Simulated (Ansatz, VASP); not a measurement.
**Cross-check of La2O3 between VASP and Ansatz**

Aim: how closely do two programs agree when they are given the same cell, functional and k mesh? The cell is taken from a series of runs on this material, whose earlier steps may have relaxed, scaled, displaced or heated it; both programs get it as it stands.

Calculated with Ansatz 0.2.0; plane waves, with VASP 6.6.1 beside it; zone-centre phonons at LDA.

### 1. Starting point

It takes space group P-3m1 (No. 164, trigonal). The conventional cell has a = 3.864 Å, b = 3.864 Å, c = 6.070 Å, α = 90.00°, β = 90.00°, γ = 120.00°. Nearest to O lie 4 La at 2.33 to 2.42 Å. Nearest to O lie 6 La at 2.68 Å. La has 7 O at 2.33 to 2.68 Å nearest. Farther neighbours and most contacts between anions are not listed.

Coordinates:

```xyz
5
Lattice="3.8641 0.0000 0.0000 -1.9320 3.3464 0.0000 0.0000 0.0000 6.0697" Properties=species:S:1:pos:R:3 pbc="T T T"
O     1.9320    1.1155    2.1589
O     0.0000    2.2309    3.9109
O     0.0000    0.0000    0.0000
La    1.9320    1.1155    4.5790
La    0.0000    2.2309    1.4908
```

### 2. VASP: zone-centre phonons, LDA

Second derivatives magnify differences that forces hide, and they need a tight electronic threshold.

Lines of VASP's logs that name or quote its potential files are left out, and so is its time.

The input, INCAR:

```
SYSTEM = La2O3
PREC = Accurate
ENCUT = 600
EDIFF = 1E-08
NELM = 200
ISMEAR = 0
SIGMA = 0.01
LREAL = .FALSE.
ALGO = Normal
GGA = CA
NBANDS = 26
LASPH = .TRUE.
LORBIT = 11
LWAVE = .FALSE.
LCHARG = .FALSE.
ISIF = 2
IBRION = 8
LEPSILON = .TRUE.
GGA_COMPAT = .FALSE.
EFERMI = MIDGAP
LMAXMIX = 6
KPAR = 2
```

The input, POSCAR:

```
La2O3
1.0
    3.8640665822      0.0000000000      0.0000000000
   -1.9320332911      3.3463798221      0.0000000000
    0.0000000000      0.0000000000      6.0697392871
O La
3 2
Direct
    0.6666666775      0.3333333225      0.3556776902
    0.3333333225      0.6666666775      0.6443223098
    0.0000000000      0.0000000000      0.0000000000
    0.6666666647      0.3333333353      0.7543933271
    0.3333333353      0.6666666647      0.2456066729
```

The input, KPOINTS:

```
Automatic mesh
0
Gamma
9 9 4
0 0 0
```

The projector-augmented-wave data sets are O and La (LDA family, release 64).

Started as:

```bash
$ mpirun -np 2 vasp_std
```

Numbers of over 12 decimals in the logs are rounded to 6 here.

What it wrote:

```text
[banner, memory and clock lines left out]
running    2 mpi-ranks, on    1 nodes
 distrk:  each k-point on    1 cores,    2 groups
 distr:  one band on    1 cores,    1 groups

 POSCAR found type information on POSCAR O La
 POSCAR found :  2 types and       5 ions
 LDA part: xc-table for (Slater(with rela. corr.)+CA(PZ))
 , standard interpolation
 POSCAR, INCAR and KPOINTS ok, starting setup
 FFT: planning ... GRIDC
 FFT: planning ... GRID_SOFT
 FFT: planning ... GRID
 WAVECAR not read
 entering main loop
       N       E                     dE             d eps       ncg     rms          rms(c)
DAV:   1     0.481491423448E+03    0.48149E+03   -0.17062E+04  2276   0.269E+03
DAV:   2     0.883362825172E+02   -0.39316E+03   -0.38125E+03  3108   0.393E+02
DAV:   3    -0.342584529445E+02   -0.12259E+03   -0.11994E+03  3828   0.214E+02
DAV:   4    -0.504958612269E+02   -0.16237E+02   -0.16212E+02  3816   0.838E+01
DAV:   5    -0.515076726839E+02   -0.10118E+01   -0.10113E+01  3840   0.242E+01    0.149E+01
DAV:   6    -0.461370785132E+02    0.53706E+01   -0.48675E+01  3544   0.412E+01    0.780E+00
DAV:   7    -0.459952583616E+02    0.14182E+00   -0.54480E+00  4376   0.228E+01    0.360E+00
DAV:   8    -0.459148255997E+02    0.80433E-01   -0.59702E-01  3848   0.629E+00    0.124E+00
DAV:   9    -0.458956148408E+02    0.19211E-01   -0.88744E-02  3976   0.233E+00    0.363E-01
DAV:  10    -0.458963129061E+02   -0.69807E-03   -0.25183E-02  3744   0.109E+00    0.175E-01
DAV:  11    -0.458966095423E+02   -0.29664E-03   -0.79568E-03  4208   0.672E-01    0.126E-01
DAV:  12    -0.458964218417E+02    0.18770E-03   -0.25003E-03  3656   0.303E-01    0.391E-02
DAV:  13    -0.458964471472E+02   -0.25305E-04   -0.77748E-04  4040   0.192E-01    0.321E-02
DAV:  14    -0.458964289834E+02    0.18164E-04   -0.15112E-04  3896   0.108E-01    0.424E-03
DAV:  15    -0.458964299118E+02   -0.92845E-06   -0.85849E-06  3488   0.232E-02    0.239E-03
DAV:  16    -0.458964299764E+02   -0.64600E-07   -0.95105E-07  4352   0.791E-03    0.108E-03
DAV:  17    -0.458964299844E+02   -0.79444E-08   -0.10415E-07  3568   0.253E-03    0.610E-04
DAV:  18    -0.458964299771E+02    0.72378E-08   -0.35816E-08  2440   0.165E-03
   1 F= -.45896430E+02 E0= -.45896430E+02  d E =0.000000E+00
 Linear response reoptimize wavefunctions to high precision
DAV:   1    -0.458964299785E+02   -0.14134E-08   -0.19143E-08  3304   0.136E-03
DAV:   2    -0.458964299787E+02   -0.16280E-09   -0.11714E-09  2152   0.478E-04
DAV:   3    -0.458964299787E+02    0.16826E-10   -0.57039E-10  2136   0.426E-04
 Linear response G [H, r] |phi>, progress :
  Direction:   1
       N       E                     dE             d eps       ncg     rms
 LRF_COMMUTATOR internal error: the vector H(1)-e(1) S(1) |phi(0)> is not orthog
 onal to |phi(0)> (1.834800225081677E-004,9.718354593291068E-015)
 LRF_COMMUTATOR internal error: the vector H(1)-e(1) S(1) |phi(0)> is not orthog
 onal to |phi(0)> (1.777742167994641E-004,-5.092280763729917E-015)
RMM:   1    -0.163296853805E+03   -0.16330E+03    0.55137E+02  3616   0.305E+02
 LRF_COMMUTATOR internal error: the vector H(1)-e(1) S(1) |phi(0)> is not orthog
 onal to |phi(0)> (1.834800225081677E-004,9.718354593291068E-015)
 LRF_COMMUTATOR internal error: the vector H(1)-e(1) S(1) |phi(0)> is not orthog
 onal to |phi(0)> (1.777742167994641E-004,-5.092280763729917E-015)
RMM:   2    -0.126561948132E+03    0.36735E+02   -0.11402E+02  3754   0.105E+02
 LRF_COMMUTATOR internal error: the vector H(1)-e(1) S(1) |phi(0)> is not orthog
 onal to |phi(0)> (1.834800225081677E-004,9.718354593291068E-015)
 LRF_COMMUTATOR internal error: the vector H(1)-e(1) S(1) |phi(0)> is not orthog
 onal to |phi(0)> (1.777742167994641E-004,-5.092280763729917E-015)
RMM:   3    -0.137691719917E+03   -0.11130E+02   -0.89279E+01  5259   0.373E+01
RMM:   4    -0.139631713426E+03   -0.19400E+01   -0.11002E+01  5698   0.150E+01
RMM:   5    -0.140365565066E+03   -0.73385E+00   -0.37477E+00  5823   0.728E+00
RMM:   6    -0.140624872562E+03   -0.25931E+00   -0.11125E+00  5836   0.434E+00
RMM:   7    -0.140709897896E+03   -0.85025E-01   -0.41109E-01  5710   0.248E+00
RMM:   8    -0.140738521147E+03   -0.28623E-01   -0.14413E-01  5572   0.159E+00
RMM:   9    -0.140750439397E+03   -0.11918E-01   -0.62255E-02  5488   0.101E+00
RMM:  10    -0.140755684614E+03   -0.52452E-02   -0.26451E-02  5335   0.699E-01
RMM:  11    -0.140757956754E+03   -0.22721E-02   -0.16048E-02  5149   0.500E-01
RMM:  12    -0.140758756245E+03   -0.79949E-03   -0.55833E-03  5073   0.381E-01
RMM:  13    -0.140759259205E+03   -0.50296E-03   -0.46416E-03  4961   0.308E-01
RMM:  14    -0.140758991866E+03    0.26734E-03    0.13314E-03  4953   0.271E-01
RMM:  15    -0.140759151558E+03   -0.15969E-03   -0.10374E-03  4915   0.247E-01
RMM:  16    -0.140759146639E+03    0.49185E-05    0.19847E-03  4914   0.233E-01
RMM:  17    -0.140759235365E+03   -0.88725E-04   -0.20432E-04  4913   0.223E-01
[...]
RMM:  12    -0.359926386336E+00   -0.64934E-06   -0.28552E-06 11617   0.486E-03    0.194E-04
RMM:  13    -0.359924987036E+00    0.13993E-05   -0.27235E-06 11882   0.414E-03    0.129E-04
RMM:  14    -0.359925889726E+00   -0.90269E-06   -0.21949E-06 11493   0.399E-03    0.125E-05
RMM:  15    -0.359925895254E+00   -0.55275E-08   -0.19340E-06 11781   0.370E-03    0.140E-05
[...]
RMM:   6    -0.369922783977E+00    0.27116E-04   -0.11467E-04  4952   0.443E-02    0.673E-03
RMM:   7    -0.369944343564E+00   -0.21560E-04   -0.61945E-05  5242   0.253E-02    0.356E-03
RMM:   8    -0.369940815552E+00    0.35280E-05   -0.24639E-05  5394   0.154E-02    0.783E-04
RMM:   9    -0.369945749431E+00   -0.49339E-05   -0.14176E-05  5464   0.923E-03    0.464E-04
RMM:  10    -0.369946832033E+00   -0.10826E-05   -0.64249E-06  5339   0.638E-03    0.401E-04
RMM:  11    -0.369946100271E+00    0.73176E-06   -0.40652E-06  5244   0.461E-03    0.248E-04
RMM:  12    -0.369944346945E+00    0.17533E-05   -0.21875E-06  5079   0.385E-03    0.240E-04
RMM:  13    -0.369944293707E+00    0.53238E-07   -0.78276E-07  5180   0.315E-03    0.283E-04
RMM:  14    -0.369944853420E+00   -0.55971E-06   -0.53981E-07  4947   0.296E-03    0.354E-04
[...]
RMM:  23    -0.369944368235E+00    0.92944E-06   -0.43296E-07  4940   0.255E-03    0.245E-05
RMM:  24    -0.369944322264E+00    0.45971E-07   -0.24571E-07  4858   0.250E-03    0.182E-05
RMM:  25    -0.369944316759E+00    0.55051E-08   -0.32864E-07  4870   0.248E-03    0.216E-05
RMM:  26    -0.369944078215E+00    0.23854E-06   -0.20503E-07  4868   0.249E-03    0.333E-05
RMM:  27    -0.369944007437E+00    0.70779E-07   -0.25926E-07  4884   0.250E-03    0.433E-05
RMM:  28    -0.369943993058E+00    0.14379E-07   -0.15870E-07  4920   0.250E-03    0.458E-05
RMM:  29    -0.369944029804E+00   -0.36746E-07   -0.21869E-07  4940   0.251E-03    0.467E-05
RMM:  30    -0.369944030669E+00   -0.86502E-09   -0.10869E-07  4981   0.251E-03    0.486E-05
 first order change of Fermi-energy   0.11790E-04
 force on displaced ion       3 direction 3 :  -0.000   0.000  -5.776
 Born effective charge ion    3 direction 3 :   0.000   0.000  -2.612
 Linear response progress:
  Degree of freedom:   5/  6
       N       E                     dE             d eps       ncg     rms          rms(c)
RMM:   1    -0.218038586085E+00   -0.21804E+00   -0.17043E+00 12214   0.422E+01
RMM:   2    -0.244448883110E+00   -0.26410E-01   -0.83746E-02 14163   0.264E+00    0.154E-01
RMM:   3    -0.249172570545E+00   -0.47237E-02   -0.33218E-02 20239   0.853E-01    0.105E-01
RMM:   4    -0.250044865048E+00   -0.87229E-03   -0.54066E-03 22179   0.336E-01    0.799E-02
RMM:   5    -0.251310371598E+00   -0.12655E-02   -0.17057E-03 20750   0.238E-01    0.154E-02
RMM:   6    -0.251550536152E+00   -0.24016E-03   -0.10172E-03 23490   0.125E-01    0.108E-02
RMM:   7    -0.251561851886E+00   -0.11316E-04   -0.47023E-04 22844   0.816E-02    0.958E-03
RMM:   8    -0.251688608255E+00   -0.12676E-03   -0.34944E-04 23128   0.511E-02    0.360E-03
RMM:   9    -0.251745806053E+00   -0.57198E-04   -0.40770E-04 22022   0.373E-02    0.332E-03
RMM:  10    -0.251782780098E+00   -0.36974E-04   -0.42859E-04 22755   0.267E-02    0.243E-03
RMM:  11    -0.251811768813E+00   -0.28989E-04   -0.35477E-04 21482   0.212E-02    0.128E-03
RMM:  12    -0.251833301575E+00   -0.21533E-04   -0.30672E-04 21769   0.163E-02    0.753E-04
RMM:  13    -0.251819739710E+00    0.13562E-04   -0.25436E-04 20942   0.135E-02    0.879E-04
RMM:  14    -0.251827069067E+00   -0.73294E-05   -0.22418E-04 21248   0.109E-02    0.687E-04
RMM:  15    -0.251828544065E+00   -0.14750E-05   -0.18977E-04 20239   0.101E-02    0.837E-04
RMM:  16    -0.251828418917E+00    0.12515E-06   -0.16431E-04 20934   0.856E-03    0.108E-03
RMM:  17    -0.251829518661E+00   -0.10997E-05   -0.14010E-04 20025   0.830E-03    0.116E-03
RMM:  18    -0.251835620817E+00   -0.61022E-05   -0.12078E-04 20468   0.747E-03    0.808E-04
RMM:  19    -0.251837202219E+00   -0.15814E-05   -0.10282E-04 20000   0.729E-03    0.802E-04
RMM:  20    -0.251837627624E+00   -0.42540E-06   -0.89373E-05 20006   0.679E-03    0.862E-04
RMM:  21    -0.251837837300E+00   -0.20968E-06   -0.77245E-05 19954   0.668E-03    0.924E-04
 first order change of Fermi-energy  -0.11915E-03
 force on displaced ion       4 direction 1 :  -6.874   0.000   0.010
 Born effective charge ion    4 direction 1 :   4.233   0.000  -0.000
 Linear response progress:
  Degree of freedom:   6/  6
       N       E                     dE             d eps       ncg     rms          rms(c)
RMM:   1    -0.277332606337E+00   -0.27733E+00   -0.14571E+00  3128   0.399E+01
RMM:   2    -0.303370564708E+00   -0.26038E-01   -0.88002E-02  3605   0.283E+00    0.151E-01
RMM:   3    -0.308701439831E+00   -0.53309E-02   -0.36345E-02  4828   0.940E-01    0.119E-01
RMM:   4    -0.309786441183E+00   -0.10850E-02   -0.62560E-03  5449   0.360E-01    0.933E-02
RMM:   5    -0.310861464549E+00   -0.10750E-02   -0.21048E-03  4628   0.312E-01    0.312E-02
RMM:   6    -0.311152249110E+00   -0.29078E-03   -0.12470E-03  5864   0.137E-01    0.189E-02
RMM:   7    -0.311379814156E+00   -0.22757E-03   -0.41942E-04  5708   0.942E-02    0.150E-02
RMM:   8    -0.311434401875E+00   -0.54588E-04   -0.20893E-04  5674   0.609E-02    0.101E-02
RMM:   9    -0.311506592398E+00   -0.72191E-04   -0.10131E-04  5716   0.374E-02    0.644E-03
RMM:  10    -0.311586679942E+00   -0.80088E-04   -0.61078E-06  5301   0.338E-02    0.355E-03
RMM:  11    -0.311587880430E+00   -0.12005E-05   -0.28379E-05  5391   0.217E-02    0.155E-03
RMM:  12    -0.311603130812E+00   -0.15250E-04   -0.13163E-05  5605   0.148E-02    0.112E-03
RMM:  13    -0.311615803711E+00   -0.12673E-04   -0.16660E-06  5215   0.122E-02    0.513E-04
RMM:  14    -0.311611947609E+00    0.38561E-05    0.26797E-06  5264   0.102E-02    0.899E-04
[...]
RMM:  24    -0.311624592352E+00    0.45623E-07    0.35017E-06  4998   0.657E-03    0.119E-04
RMM:  25    -0.311624746774E+00   -0.15442E-06    0.33890E-06  5003   0.660E-03    0.125E-04
RMM:  26    -0.311624638051E+00    0.10872E-06    0.41367E-06  5010   0.658E-03    0.142E-04
RMM:  27    -0.311624734161E+00   -0.96111E-07    0.34544E-06  5016   0.662E-03    0.155E-04
RMM:  28    -0.311624639134E+00    0.95027E-07    0.37792E-06  5003   0.663E-03    0.171E-04
RMM:  29    -0.311624668716E+00   -0.29582E-07    0.34876E-06  5044   0.665E-03    0.179E-04
RMM:  30    -0.311624687568E+00   -0.18852E-07    0.33034E-06  5060   0.669E-03    0.186E-04
RMM:  31    -0.311624639582E+00    0.47986E-07    0.38061E-06  5074   0.671E-03    0.191E-04
 first order change of Fermi-energy   0.10120E+01
 force on displaced ion       4 direction 3 :   0.000   0.000 -13.216
 Born effective charge ion    4 direction 3 :   0.000   0.000   3.837
 Born effective charges drift removed
 Linear response finished
```

[end of part 1 of 3]

[Lines on the potential files, build, host, timing and source positions are cut from VASP's logs without a mark.]

[Logs are printed without paths, hosts, clocks, repeated set-up lines and the standing remarks that a program may print on its own settings, such as how far it seeks lower states.]

[Hosts, paths, dates, database ids (printed as entryN), source tags and the programs' standing remarks are cut or masked in the printed files.]
